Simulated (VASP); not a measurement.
Input of a VASP 6.6.1 run:

Contents of INCAR:

```
SYSTEM = B2C
PREC     = Normal         ! precision mode
ENCUT    = 520            ! plane-wave cutoff, eV
EDIFF    = 1E-4           ! SCF threshold, eV
ISMEAR   = 0              ! smearing method
SIGMA    = 0.15           ! smearing width, eV
LREAL    = .FALSE.        ! projectors in reciprocal space
LASPH    = .TRUE.         ! aspherical terms in the spheres
NELM     = 60             ! most SCF steps
ALGO     = Fast           ! electronic algorithm
ISIF     = 3              ! what is computed and relaxed
LWAVE    = .FALSE.        ! write WAVECAR
LCHARG   = .FALSE.        ! write CHGCAR
GGA      = PE             ! functional
IBRION   = 2              ! ionic algorithm
NSW      = 24             ! ionic steps
EDIFFG   = -0.08          ! ionic threshold
KPAR     = 2
```

Contents of KPOINTS:

```
Automatic mesh
0
G
  7 7 7
  0 0 0
```

POSCAR

```
B2C
1.0
   -1.9579842500      1.9579842500      2.0288673600
    1.9579842500     -1.9579842500      2.0288673600
    1.9579842500      1.9579842500     -2.0288673600
B C
2 1
Direct
    0.7500000000      0.2500000000      0.5000000000
    0.2500000000      0.7500000000      0.5000000000
    0.0000000000      0.0000000000      0.0000000000
```

Potentials or basis: VASP PAW PBE potentials, release 64 (B, C).

The run is started by

```console
$ cat potpaw_PBE.64/B/POTCAR potpaw_PBE.64/C/POTCAR > POTCAR
$ mpirun -np 2 vasp_std > vasp.out
```

Q: Estimate the band gap on the k mesh.

A: None (metal or under the smearing width).

Q: What does it give for the relaxed volume?

A: 6.51 Å³/atom.

Q: Predict the space group after relaxing (to 0.05 Å).

A: I4/mmm (No. 139).

Stress tensor (GPa, compression positive):
```
0.42 0.00 0.00
0.00 0.42 0.00
0.00 0.00 0.66
```

Caveat: the volume moved by over 15 % at a fixed basis, so the end points are rough.
